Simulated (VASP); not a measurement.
Data:

```yaml
crystal:
  lattice:
    - [0.00000, 2.97178, 2.97178]
    - [2.97178, 0.00000, 2.97178]
    - [2.97178, 2.97178, 0.00000]
  atoms:
    - { symbol: Ca, position: [0.00000, 0.00000, 0.00000] }
    - { symbol: Se, position: [0.50000, 0.50000, 0.50000] }
```

Method: r2SCAN meta-GGA, VASP's PBE PAW potentials (set 64) (plane waves; VASP). Settings: 520 eV cut-off, 9×9×9 Γ-centred mesh, tetrahedra with Blöchl corrections, potentials Ca_sv Se.

### Question
Predict the energy per atom (σ→0), band gap (over mesh and band path) with the smallest direct gap where there is one.

### Answer

```json
{
  "band gap (over mesh and band path)": "2.53 eV",
  "smallest direct gap (over mesh and band path)": "3.46 eV",
  "energy per atom (σ→0)": "-12.990 eV/atom"
}
```

The compound is CaSe in the rock salt structure. It was relaxed first.
